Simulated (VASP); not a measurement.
A convergence study with VASP on BaTiO₃ (cubic perovskite): one setting is varied, all else stays as given below, so the limit is that of these other settings.

```
CELL_PARAMETERS angstrom
      4.00000     0.00000     0.00000
      0.00000     4.00000     0.00000
      0.00000     0.00000     4.00000
ATOMIC_POSITIONS crystal
  Ba 0.00000 0.00000 0.00000
  Ti 0.50000 0.50000 0.50000
  O  0.50000 0.00000 0.50000
  O  0.00000 0.50000 0.50000
  O  0.50000 0.50000 0.00000
```

Method: PBE GGA, VASP's PBE PAW potentials (set 64) (plane waves; VASP). The tightest run used: 700 eV cut-off, 14×14×14 Γ-centred mesh, tetrahedra with Blöchl corrections, potentials Ba_sv Ti_sv O.

Unless said otherwise, spin-orbit coupling is left out, though it shifts the bands of the heavy elements here. Gaps are read on the run's mesh, which can miss a band edge.

The settings run are 3×3×3 mesh; 4×4×4 mesh; 5×5×5 mesh; 6×6×6 mesh; 7×7×7 mesh; 8×8×8 mesh; 9×9×9 mesh; 10×10×10 mesh; 11×11×11 mesh; 12×12×12 mesh; 13×13×13 mesh; 14×14×14 mesh. From which on does the energy per atom stay within 0.01 eV/atom of the tightest run?

From 4×4×4 mesh on: it is off by 0.0034 there and by no more than 0.01 in any finer run, while 3×3×3 mesh is off by 0.0202.
```tsv
setting	E (eV/atom)	pressure (GPa)	gap on the mesh (eV)	irreducible k-points	difference judged (eV/atom)
3×3×3 mesh	-7.9759	4.31	1.815	4	0.0202
4×4×4 mesh	-7.9927	4.08	1.731	10	0.0034
5×5×5 mesh	-7.9955	4.06	1.861	10	0.0007
6×6×6 mesh	-7.9960	4.05	1.748	20	0.0001
7×7×7 mesh	-7.9961	4.02	1.811	20	0.0001
8×8×8 mesh	-7.9961	4.02	1.750	35	0.0000
9×9×9 mesh	-7.9961	4.05	1.787	35	0.0000
10×10×10 mesh	-7.9961	4.02	1.750	56	0.0000
11×11×11 mesh	-7.9961	4.05	1.774	56	0.0000
12×12×12 mesh	-7.9961	4.04	1.750	84	0.0000
13×13×13 mesh	-7.9961	4.02	1.768	84	0.0000
14×14×14 mesh	-7.9961	4.02	1.750	120	0.0000
```

Left out are rungs that failed or repeat a setting and relaxations that didn't move; long series are thinned to 24 rows.

The compound is BaTiO3 in the cubic perovskite structure, the ideal cubic form; the compound distorts at low or room temperature. The cell was not relaxed at this level.
